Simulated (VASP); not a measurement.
Wanted: the native input for a VASP 6.6.1 run.

```
Task                   : single point
Functional             : PBE
Potentials or basis    : VASP PAW PBE potentials, release 64 (Cd, Se)
Cutoff                 : 520 eV
k mesh                 : 10 × 10 × 10
Occupations            : gaussian, width 0.02 eV
Spin                   : no spin polarisation
Dipole correction      : no
Further INCAR settings : ALGO = Fast; EDIFF = 1e-06; NBANDS = 16
```

The structure of CdSe lies in POSCAR:

```
CdSe
1.0
    0.0000000000      3.0984146588      3.0984146588
    3.0984146588      0.0000000000      3.0984146588
    3.0984146588      3.0984146588      0.0000000000
Cd Se
1 1
Direct
    0.0000000000      0.0000000000      0.0000000000
    0.7500000000      0.7500000000      0.7500000000
```

Measurements of this composition are mostly on another form, of space group No. 186.

The input as run:

INCAR

```
SYSTEM = CdSe
PREC = Accurate
ENCUT = 520
EDIFF = 1E-6
ISMEAR = 0
SIGMA = 0.02
LREAL = .FALSE.
LASPH = .TRUE.
NELM = 80
ALGO = Fast
ISIF = 2
LWAVE = .FALSE.
LCHARG = .TRUE.
GGA = PE
LELF = .TRUE.
LVHAR = .TRUE.
NBANDS = 16
```

KPOINTS

```
regular mesh
0
G
  10 10 10
  0 0 0
```

Potentials or basis: VASP PAW PBE potentials, release 64 (Cd, Se).

The run is started by

```sh
$ cat potpaw_PBE.64/Cd/POTCAR potpaw_PBE.64/Se/POTCAR > POTCAR
$ mpirun -np 1 vasp_std > vasp.out
```

It gave:

```yaml
Pressure: 0.2 GPa
Band_gap_on_the_k_mesh: 0.49 eV, direct
```

Run time: 20 s on 1 thread of Intel(R) Xeon(R) 6975P-C (Granite Rapids) (shared host), peak memory 0.22 GiB.
